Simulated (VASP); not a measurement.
Output of a VASP run:

### OSZICAR
```
       N       E                     dE             d eps       ncg     rms          rms(c)
DAV:   1     0.313283191974E+02    0.31328E+02   -0.49462E+03  1537   0.171E+03
DAV:   2    -0.427941978498E+01   -0.35608E+02   -0.33686E+02  1530   0.182E+02
DAV:   3    -0.463149573680E+01   -0.35208E+00   -0.35106E+00  1743   0.264E+01
DAV:   4    -0.463394455406E+01   -0.24488E-02   -0.24486E-02  1867   0.202E+00
DAV:   5    -0.463397004986E+01   -0.25496E-04   -0.25495E-04  1878   0.161E-01    0.770E+00
DAV:   6    -0.410507346226E+01    0.52890E+00   -0.16994E+01  1599   0.951E+01    0.390E+00
DAV:   7    -0.373967017704E+01    0.36540E+00   -0.26399E+00  1610   0.372E+01    0.570E-01
DAV:   8    -0.372904933688E+01    0.10621E-01   -0.54440E-03  1753   0.138E+00    0.316E-01
DAV:   9    -0.372728454110E+01    0.17648E-02   -0.12355E-02  1649   0.239E+00    0.282E-02
DAV:  10    -0.372728779638E+01   -0.32553E-05   -0.44077E-05  2234   0.132E-01    0.726E-03
DAV:  11    -0.372728692610E+01    0.87028E-06   -0.49045E-07  1116   0.136E-02
   1 F= -.37272869E+01 E0= -.37272742E+01  d E =-.380546E-04
```

**OUTCAR**
```
------------------------ aborting loop because EDIFF is reached ----------------------------------------
  FORCE on cell =-STRESS in cart. coord.  units (eV):
  Direction    XX          YY          ZZ          XY          YZ          ZX
  --------------------------------------------------------------------------------------
  Total        0.1557916      0.1557916      0.1557916      0.0000000     -0.0000000      0.0000000
  in kB       21.2223302     21.2223302     21.2223302      0.0000000     -0.0000000      0.0000000
  external PRESSURE =      21.2223302 kB  Pullay stress =       0.0000000 kB
  volume of cell :       11.76
      direct lattice vectors                 reciprocal lattice vectors
     0.000000000  1.805000000  1.805000000    -0.277008310  0.277008310  0.277008310
     1.805000000  0.000000000  1.805000000     0.277008310 -0.277008310  0.277008310
     1.805000000  1.805000000  0.000000000     0.277008310  0.277008310 -0.277008310
 POSITION                                       TOTAL-FORCE (eV/Angst)
 -----------------------------------------------------------------------------------
      0.00000      0.00000      0.00000         0.000000     -0.000000     -0.000000
 -----------------------------------------------------------------------------------
    total drift:                                0.000000     -0.000000      0.000000
  FREE ENERGIE OF THE ION-ELECTRON SYSTEM (eV)
  ---------------------------------------------------
  free  energy   TOTEN  =        -3.7272869261 eV

  energy  without entropy=       -3.7272488715  energy(sigma->0) =       -3.72727424
```
(Selected blocks of OUTCAR.)

### POSCAR
```
Cu
1
    0.0000000000     1.8050000000     1.8050000000
    1.8050000000     0.0000000000     1.8050000000
    1.8050000000     1.8050000000     0.0000000000
Cu
1
Direct
  0.0000000000   0.0000000000   0.0000000000
```

Question: Reconstruct the remaining input files.

Answer: This is not unique; one that fits is the input of the run itself, PBE GGA, plane waves, VASP's PBE PAW potentials (set 64).

### INCAR
```
ALGO = Normal
EDIFF = 1E-6
ENCUT = 400
GGA = PE
ISIF = 2
ISMEAR = 1
LASPH = .TRUE.
LCHARG = .FALSE.
LMAXMIX = 4
LREAL = .FALSE.
LWAVE = .FALSE.
NELM = 100
PREC = Accurate
SIGMA = 0.1
SYSTEM = Cu
```

### KPOINTS
```
kpoints
0
G
13 13 13
0 0 0
```

POTCAR, in this order: Cu (PBE.64 set). Program: vasp_std.

The compound is Cu in the fcc structure. The cell was not relaxed at this level.
